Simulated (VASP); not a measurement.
Given:

```
NaCl
1.0
    0.00000     2.81843     2.81843
    2.81843     0.00000     2.81843
    2.81843     2.81843     0.00000
Na Cl
1 1
Direct
  0.00000   0.00000   0.00000
  0.50000   0.50000   0.50000
```

All values below come from PBE GGA with D4 dispersion, VASP's PBE PAW potentials (set 64) (plane waves; VASP). Run with 520 eV cut-off, Gaussian smearing of 0.050 eV, potentials Na_pv Cl.

Task: Predict the band gap (along the path) with the smallest direct gap where there is one.

Result: 
```yaml
band gap (along the path): 5.11 eV
smallest direct gap (along the path): 5.11 eV
```

The absolute energy has meaning only against runs of the same code, potentials and settings.

The compound is NaCl in the rock salt structure. It was relaxed first.
